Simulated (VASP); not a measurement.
All values below come from revTPSS meta-GGA, VASP's PBE PAW potentials (set 64) (plane waves; VASP).

VASP input:

**POSCAR**
```
CoAl
1
    2.8494090802     0.0000000000     0.0000000000
    0.0000000000     2.8494090802     0.0000000000
    0.0000000000     0.0000000000     2.8494090802
Al Co
1 1
Direct
  0.5000000000   0.5000000000   0.5000000000
  0.0000000000   0.0000000000   0.0000000000
```

INCAR:
```
LREAL = F
ISIF = 2   # forces and stress, cell fixed
NELM = 100   # most electronic steps
SIGMA = 0.1   # width (eV)
ENCUT = 520
LWAVE = F
SYSTEM = CoAl
EDIFF = 1E-7   # SCF stop (eV)
ALGO = Normal   # blocked Davidson
PREC = Accurate
LMIXTAU = T
LASPH = T
LMAXMIX = 4
ISMEAR = 1
METAGGA = RTPSS
LCHARG = F
```

KPOINTS:
```
Automatic mesh
0
Gamma
13 13 13
0 0 0
```

POTCAR, in this order: Al Co (PBE.64 set). Program: vasp_std.

What VASP printed:

**OSZICAR**
```
       N       E                     dE             d eps       ncg     rms          rms(c)
DAV:   1     0.633614218384E+02    0.63361E+02   -0.66786E+03  1680   0.163E+03
DAV:   2     0.492962449803E+01   -0.58432E+02   -0.56037E+02  1702   0.254E+02
DAV:   3     0.248457337785E+01   -0.24451E+01   -0.24379E+01  2004   0.749E+01
DAV:   4     0.244434070345E+01   -0.40233E-01   -0.40210E-01  2128   0.864E+00
DAV:   5     0.244313385248E+01   -0.12069E-02   -0.12068E-02  1990   0.142E+00    0.735E+00
DAV:   6    -0.107499426976E+02   -0.13193E+02   -0.14340E+01  1680   0.441E+01    0.608E+00
DAV:   7    -0.130385166005E+02   -0.22886E+01   -0.77907E+00  2164   0.425E+01    0.157E+01
DAV:   8    -0.104537114552E+02    0.25848E+01   -0.20675E+01  1940   0.703E+01    0.238E+00
DAV:   9    -0.106021976953E+02   -0.14849E+00   -0.62517E-01  2424   0.924E+00    0.334E+00
DAV:  10    -0.104865138593E+02    0.11568E+00   -0.33855E-01  1872   0.855E+00    0.162E+00
DAV:  11    -0.104644204127E+02    0.22093E-01   -0.35261E-01  1936   0.872E+00    0.803E-01
DAV:  12    -0.104644170670E+02    0.33457E-05   -0.25824E-02  1928   0.247E+00    0.377E-01
DAV:  13    -0.104645894957E+02   -0.17243E-03   -0.51973E-03  1944   0.106E+00    0.106E-01
DAV:  14    -0.104647047208E+02   -0.11523E-03   -0.47297E-04  1972   0.348E-01    0.128E-01
DAV:  15    -0.104647112387E+02   -0.65180E-05   -0.15562E-04  1944   0.190E-01    0.104E-01
DAV:  16    -0.104647143649E+02   -0.31261E-05   -0.51606E-05  1954   0.102E-01    0.230E-02
DAV:  17    -0.104647167117E+02   -0.23469E-05   -0.19561E-06  1742   0.206E-02    0.133E-02
DAV:  18    -0.104647171521E+02   -0.44036E-06   -0.21824E-06  1862   0.215E-02    0.418E-03
DAV:  19    -0.104647183423E+02   -0.11902E-05   -0.22324E-07  1656   0.737E-03    0.125E-03
DAV:  20    -0.104647183664E+02   -0.24129E-07   -0.47743E-08   840   0.346E-03
   1 F= -.10464718E+02 E0= -.10464778E+02  d E =0.179206E-03
```

**OUTCAR**
```
------------------------ aborting loop because EDIFF is reached ----------------------------------------
  FORCE on cell =-STRESS in cart. coord.  units (eV):
  Direction    XX          YY          ZZ          XY          YZ          ZX
  --------------------------------------------------------------------------------------
  Total       -0.7970442     -0.7970442     -0.7970442     -0.0000000     -0.0000000     -0.0000000
  in kB      -55.1986661    -55.1986661    -55.1986661     -0.0000000     -0.0000000     -0.0000000
  external PRESSURE =     -55.1986661 kB  Pullay stress =       0.0000000 kB
  volume of cell :       23.13
      direct lattice vectors                 reciprocal lattice vectors
     2.849409080  0.000000000  0.000000000     0.350949959  0.000000000  0.000000000
     0.000000000  2.849409080  0.000000000     0.000000000  0.350949959  0.000000000
     0.000000000  0.000000000  2.849409080     0.000000000  0.000000000  0.350949959
 POSITION                                       TOTAL-FORCE (eV/Angst)
 -----------------------------------------------------------------------------------
      1.42470      1.42470      1.42470         0.000000      0.000000      0.000000
      0.00000      0.00000      0.00000         0.000000      0.000000      0.000000
 -----------------------------------------------------------------------------------
    total drift:                               -0.000000     -0.000000      0.000000
  FREE ENERGIE OF THE ION-ELECTRON SYSTEM (eV)
  ---------------------------------------------------
  free  energy   TOTEN  =       -10.4647183664 eV

  energy  without entropy=      -10.4648975726  energy(sigma->0) =      -10.46477810
```
(Selected blocks of OUTCAR.)

The compound is CoAl in the CsCl type structure. This cell is one point of a volume scan, at 1.03 of the reference volume. The run is not spin-polarised, so no magnetic state was tried.
